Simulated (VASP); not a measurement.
Method: LDA (Ceperley-Alder, Perdew-Zunger), VASP's LDA PAW potentials (set 64) (plane waves; VASP 6.6.1). Each cell was relaxed at this level.

Task: Which of these has an unstable (imaginary) mode at Γ?
A. Cd2TeSe, P-4m2 (115)
B. P2Ru, Pnnm (58)
C. AlN, F-43m (216)
D. BaSrO2, P4/mmm (123)

Result: D, BaSrO2, P4/mmm (123). Its optical Γ-point modes are 100i, 22 (×2), 104 (×2), 170, 238 (×2), 300 cm⁻¹.
